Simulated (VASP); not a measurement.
Consider the following.

```
CELL_PARAMETERS angstrom
      0.00000     2.94877     2.94877
      2.94877     0.00000     2.94877
      2.94877     2.94877     0.00000
ATOMIC_POSITIONS crystal
  Ca 0.00000 0.00000 0.00000
  Se 0.50000 0.50000 0.50000
```

Method: AM05 GGA, VASP's PBE PAW potentials (set 64) (plane waves; VASP). Settings: 520 eV cut-off, 9×9×9 Γ-centred mesh, tetrahedra with Blöchl corrections, potentials Ca_sv Se.

**Question.** What does the run give for the energy per atom (σ→0)?

**Answer.** 
```
Property                       Result
---------------------  --------------
energy per atom (σ→0)  -4.799 eV/atom
```

Total energies compare only between runs with the same potentials, cut-off and functional.

The compound is CaSe in the rock salt structure. It was relaxed first.
